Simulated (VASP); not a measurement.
Here is the system:

```
Pb
1.0
    0.00000     2.41962     2.41962
    2.49445     0.00000     2.41962
    2.49445     2.41962     0.00000
Pb
1
Direct
  0.00000   0.00000   0.00000
```

The numbers are results of r2SCAN meta-GGA, VASP's PBE PAW potentials (set 64) (plane waves; VASP 6.6.1), not measurements. Run with 480 eV cut-off, 12×12×12 Γ-centred mesh, first-order Methfessel-Paxton smearing of 0.10 eV, potentials Pb_d.

Give the stress tensor in GPa (positive for a compressed cell).

```
4.42  0.00  0.00
0.00  2.92  0.00
0.00  0.00  2.92
```
The pressure is its mean diagonal, 3.42 GPa.

The compound is Pb in the fcc structure. This cell was strained or had an atom moved on purpose.
